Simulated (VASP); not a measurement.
An input for Quantum ESPRESSO's pw.x (written as the equivalent of a VASP run, and not itself run):

```
&CONTROL
  calculation = 'vc-relax'
  pseudo_dir = './pseudo'
  outdir = './out'
  tprnfor = .true.
  tstress = .true.
  nstep = 30
  forc_conv_thr = 0.00039
/
&SYSTEM
  ibrav = 0
  nat = 4
  ntyp = 2
  ecutwfc = 84
  occupations = 'smearing'
  smearing = 'gaussian'
  degauss = 0.003675
  input_dft = 'vdw-df2'
/
&ELECTRONS
  conv_thr = 7.3e-09
  electron_maxstep = 100
/
&IONS
/
&CELL
  cell_dofree = 'shape'
/
ATOMIC_SPECIES
  B 10.810 B.upf
  N 14.007 N.upf
CELL_PARAMETERS angstrom
     1.3137131   -2.2754180    0.0000000
     1.3137131    2.2754180    0.0000000
     0.0000000    0.0000000    4.3476641
ATOMIC_POSITIONS crystal
  B    0.6666670  0.3333330  0.5000744
  B    0.3333330  0.6666670  0.0000744
  N    0.6666670  0.3333330  0.8749256
  N    0.3333330  0.6666670  0.3749256
K_POINTS automatic
  10 10 5 0 0 0
```

Task: Write the VASP files for the same calculation (vdW-DF2).

Result: Several could match; the one computed here: 
File KPOINTS:
```
Automatic
0
Gamma
 10 10 5
0 0 0
```

**INCAR**
```
# general
SYSTEM  =BN
PREC    =Accurate
ENCUT   =520
LREAL   =.False.
LASPH   =.True.

# electronic loop
EDIFF   =1E-7
NELM    =100
ALGO    =Normal

# smearing
ISMEAR  =0
SIGMA   =0.05

# functional
GGA     =ML
LUSE_VDW=.True.
AGGAC   =0.0
ZAB_VDW =-1.8867

# ions
IBRION  =2
NSW     =30
ISIF    =4
EDIFFG  =-0.01

# output
LWAVE   =.False.
LCHARG  =.False.
```

### POSCAR
```
BN
1
    1.3137130736    -2.2754180217     0.0000000000
    1.3137130736     2.2754180217     0.0000000000
    0.0000000000     0.0000000000     4.3476640662
B N
2 2
Direct
  0.6666670000   0.3333330000   0.5000744147
  0.3333330000   0.6666670000   0.0000744147
  0.6666670000   0.3333330000   0.8749255853
  0.3333330000   0.6666670000   0.3749255853
```

POTCAR, in this order: B N (PBE.64 set). Program: vasp_std.

What does not carry over: the potentials are each code's own (VASP's PAW set, PseudoDojo norm-conserving files in pw.x), so ENCUT and ecutwfc are chosen apart and not converted; conv_thr bounds pw.x's estimated SCF error, while EDIFF bounds the energy change between steps; forc_conv_thr acts on force components and is met together with etot_conv_thr.

The compound is BN in the wurtzite structure, a metastable high-pressure form. This cell is one point of a volume scan, at 1.06 of the reference volume. Symmetry was kept, so distortions that lower it aren't found.
